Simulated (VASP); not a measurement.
Calculation: PBEsol GGA, VASP's PBE PAW potentials (set 64) (plane waves; VASP 6.6.1).

VASP input:

### INCAR
```
# general
SYSTEM =PdTe
PREC   =Accurate
ENCUT  =400
LREAL  =F
LASPH  =T

# electronic loop
EDIFF  =1E-6
NELM   =100
ALGO   =Normal
LMAXMIX=4

# smearing
ISMEAR =1
SIGMA  =0.1

# functional
GGA    =PS

# ions
IBRION =2
NSW    =60
ISIF   =3
EDIFFG =-0.01

# output
LWAVE  =F
LCHARG =F
```

File KPOINTS:
```
Automatic mesh
0
Gamma
9 9 9
0 0 0
```

**POSCAR**
```
PdTe
1
    0.0000000000     3.1985200000     3.1985200000
    3.1985200000     0.0000000000     3.1985200000
    3.1985200000     3.1985200000     0.0000000000
Pd Te
1 1
Direct
  0.0000000000   0.0000000000   0.0000000000
  0.2500000000   0.2500000000   0.2500000000
```

POTCAR, in this order: Pd Te (PBE.64 set). Program: vasp_std.

The run wrote:

### OSZICAR
```
       N       E                     dE             d eps       ncg     rms          rms(c)
DAV:   1     0.634919026882E+02    0.63492E+02   -0.55907E+03   848   0.885E+02
DAV:   2    -0.664166218688E+01   -0.70134E+02   -0.64047E+02   960   0.186E+02
DAV:   3    -0.928182293222E+01   -0.26402E+01   -0.25956E+01  1012   0.386E+01
DAV:   4    -0.932243462512E+01   -0.40612E-01   -0.40603E-01  1196   0.504E+00
DAV:   5    -0.932256048571E+01   -0.12586E-03   -0.12586E-03  1056   0.273E-01    0.515E+00
DAV:   6    -0.924634672200E+01    0.76214E-01   -0.64924E-01   880   0.834E+00    0.316E+00
DAV:   7    -0.921293867545E+01    0.33408E-01   -0.15917E-01   868   0.431E+00    0.193E+00
DAV:   8    -0.920373607638E+01    0.92026E-02   -0.43913E-02   880   0.197E+00    0.468E-01
DAV:   9    -0.920350425733E+01    0.23182E-03   -0.81600E-04  1072   0.224E-01    0.416E-01
DAV:  10    -0.920333348671E+01    0.17077E-03   -0.71621E-04   900   0.211E-01    0.595E-02
DAV:  11    -0.920327528746E+01    0.58199E-04   -0.22454E-04   940   0.121E-01    0.340E-02
DAV:  12    -0.920327924669E+01   -0.39592E-05   -0.14456E-05   952   0.303E-02    0.175E-02
DAV:  13    -0.920328157969E+01   -0.23330E-05   -0.40200E-06   964   0.199E-02    0.110E-02
DAV:  14    -0.920328146985E+01    0.10984E-06   -0.20655E-07   540   0.420E-03
   1 F= -.92032815E+01 E0= -.92034889E+01  d E =-.920328E+01
       N       E                     dE             d eps       ncg     rms          rms(c)
DAV:   1    -0.283974510500E+02   -0.19194E+02   -0.27109E+02   844   0.179E+02    0.423E+01
DAV:   2    -0.135649163135E+02    0.14833E+02   -0.12162E+02   840   0.109E+02    0.119E+01
DAV:   3    -0.990928720481E+01    0.36556E+01   -0.15822E+01   848   0.502E+01    0.915E+00
DAV:   4    -0.967214107051E+01    0.23715E+00   -0.13551E+00   912   0.730E+00    0.629E+00
DAV:   5    -0.961376331184E+01    0.58378E-01   -0.86022E-02  1008   0.271E+00    0.390E+00
DAV:   6    -0.958530094240E+01    0.28462E-01   -0.12536E-01   880   0.199E+00    0.627E-01
DAV:   7    -0.958616415751E+01   -0.86322E-03   -0.47848E-03   900   0.533E-01    0.337E-01
DAV:   8    -0.958645115013E+01   -0.28699E-03   -0.76576E-04   996   0.249E-01    0.961E-02
DAV:   9    -0.958646766544E+01   -0.16515E-04   -0.58293E-05  1112   0.506E-02    0.746E-02
DAV:  10    -0.958646442368E+01    0.32418E-05   -0.89320E-07   732   0.709E-03    0.239E-02
DAV:  11    -0.958646379998E+01    0.62370E-06   -0.28837E-07   476   0.564E-03
   2 F= -.95864638E+01 E0= -.95867407E+01  d E =-.383182E+00
       N       E                     dE             d eps       ncg     rms          rms(c)
DAV:   1    -0.113289455174E+02   -0.17425E+01   -0.25847E+01   840   0.583E+01    0.890E+00
DAV:   2    -0.996500417705E+01    0.13639E+01   -0.91401E+00   840   0.373E+01    0.403E+00
DAV:   3    -0.976224917048E+01    0.20276E+00   -0.76618E-01   848   0.101E+01    0.228E+00
DAV:   4    -0.972651977748E+01    0.35729E-01   -0.12505E-01   844   0.247E+00    0.110E+00
DAV:   5    -0.972545992388E+01    0.10599E-02   -0.44474E-03  1024   0.511E-01    0.764E-01
DAV:   6    -0.972560603863E+01   -0.14611E-03   -0.19613E-03   888   0.406E-01    0.105E-01
DAV:   7    -0.972554075219E+01    0.65286E-04   -0.20252E-04   852   0.133E-01    0.534E-02
DAV:   8    -0.972554306556E+01   -0.23134E-05   -0.13239E-05   968   0.324E-02    0.778E-03
DAV:   9    -0.972554334780E+01   -0.28224E-06   -0.12092E-06   496   0.926E-03
   3 F= -.97255433E+01 E0= -.97261968E+01  d E =-.522262E+00
       N       E                     dE             d eps       ncg     rms          rms(c)
DAV:   1    -0.972910872857E+01   -0.35657E-02   -0.56364E-02   840   0.268E+00    0.401E-01
DAV:   2    -0.972619959829E+01    0.29091E-02   -0.24613E-02   848   0.183E+00    0.174E-01
DAV:   3    -0.972555040352E+01    0.64919E-03   -0.23422E-03   844   0.584E-01    0.647E-02
DAV:   4    -0.972547878978E+01    0.71614E-04   -0.42471E-04   840   0.118E-01    0.345E-02
DAV:   5    -0.972547707117E+01    0.17186E-05   -0.15255E-05   912   0.401E-02    0.357E-02
DAV:   6    -0.972547887198E+01   -0.18008E-05   -0.29361E-06   912   0.157E-02    0.757E-03
DAV:   7    -0.972547860318E+01    0.26879E-06   -0.13819E-06   440   0.120E-02
   4 F= -.97254786E+01 E0= -.97261093E+01  d E =-.522197E+00
       N       E                     dE             d eps       ncg     rms          rms(c)
DAV:   1    -0.973014931387E+01   -0.46704E-02   -0.71962E-02   840   0.303E+00    0.451E-01
DAV:   2    -0.972643757684E+01    0.37117E-02   -0.31139E-02   848   0.207E+00    0.197E-01
DAV:   3    -0.972561605286E+01    0.82152E-03   -0.29557E-03   844   0.652E-01    0.765E-02
DAV:   4    -0.972551373162E+01    0.10232E-03   -0.52297E-04   840   0.132E-01    0.393E-02
DAV:   5    -0.972551075051E+01    0.29811E-05   -0.18025E-05   916   0.432E-02    0.398E-02
DAV:   6    -0.972551090489E+01   -0.15438E-06   -0.44319E-06   904   0.193E-02
   5 F= -.97255109E+01 E0= -.97261681E+01  d E =-.323017E-04
       N       E                     dE             d eps       ncg     rms          rms(c)
DAV:   1    -0.972665070032E+01   -0.11399E-02   -0.16735E-02   840   0.146E+00    0.217E-01
DAV:   2    -0.972579441725E+01    0.85628E-03   -0.72057E-03   848   0.990E-01    0.942E-02
DAV:   3    -0.972560460679E+01    0.18981E-03   -0.68613E-04   844   0.315E-01    0.352E-02
DAV:   4    -0.972558398277E+01    0.20624E-04   -0.12483E-04   840   0.642E-02    0.191E-02
DAV:   5    -0.972558361425E+01    0.36852E-06   -0.43667E-06   888   0.214E-02
   6 F= -.97255836E+01 E0= -.97262274E+01  d E =-.105011E-03
```

### OUTCAR
```
------------------------ aborting loop because EDIFF is reached ----------------------------------------
  FORCE on cell =-STRESS in cart. coord.  units (eV):
  Direction    XX          YY          ZZ          XY          YZ          ZX
  --------------------------------------------------------------------------------------
  Total        0.0026315      0.0026315      0.0026315      0.0000000      0.0000000      0.0000000
  in kB        0.0803946      0.0803946      0.0803946      0.0000000      0.0000000      0.0000000
  external PRESSURE =       0.0803946 kB  Pullay stress =       0.0000000 kB
  volume of cell :       52.44
      direct lattice vectors                 reciprocal lattice vectors
    -0.000000000  2.970877956  2.970877956    -0.168300417  0.168300417  0.168300417
     2.970877956  0.000000000  2.970877956     0.168300417 -0.168300417  0.168300417
     2.970877956  2.970877956 -0.000000000     0.168300417  0.168300417 -0.168300417
 POSITION                                       TOTAL-FORCE (eV/Angst)
 -----------------------------------------------------------------------------------
      0.00000      0.00000      0.00000         0.000000      0.000000     -0.000000
      1.48544      1.48544      1.48544        -0.000000     -0.000000      0.000000
 -----------------------------------------------------------------------------------
    total drift:                                0.000000      0.000000      0.000000
  FREE ENERGIE OF THE ION-ELECTRON SYSTEM (eV)
  ---------------------------------------------------
  free  energy   TOTEN  =        -9.7255836142 eV

  energy  without entropy=       -9.7275149430  energy(sigma->0) =       -9.72622739

 reached required accuracy - stopping structural energy minimisation
```
(Selected blocks of OUTCAR.)

CONTCAR:
```
PdTe
   1.00000000000000
    -0.0000000000000000    2.9708779559670573    2.9708779559670573
     2.9708779559670573    0.0000000000000000    2.9708779559670573
     2.9708779559670573    2.9708779559670573   -0.0000000000000000
  Pd              Te
     1     1
Direct
     0.0000000000000000    0.0000000000000000    0.0000000000000000
     0.2500000000000000    0.2500000000000000    0.2500000000000000
```

Energy and stress use the plane-wave basis of the starting cell.

The structure was generated: PdTe was put into the zinc blende type (F-43m), which need not be its known phase. This run relaxes it. Symmetry was kept, so distortions that lower it aren't found.
